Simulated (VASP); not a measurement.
Take Si (diamond), against free atoms with fixed spin and no zero-point term, in VASP with PAW potentials, and its cohesive energy. The path is coarsely sampled, so an indirect gap can come out somewhat too large.

Q: One run gives 5.34 eV/atom. Which level is it?
A. revPBE
B. PBE-D3(BJ)
C. TPSS
D. LDA

A: D, LDA.  The others give 4.44 (TPSS), 4.92 (PBE-D3(BJ)), 4.27 (revPBE).

Only levels that ran to the end are used. Left out are those held back, those with too coarse a band path, GW runs whose mesh misses a band edge, hybrids' fits of cells that aren't cubic and levels without matching references; a question may draw on a part of the rest.

The compound is Si in the diamond structure.
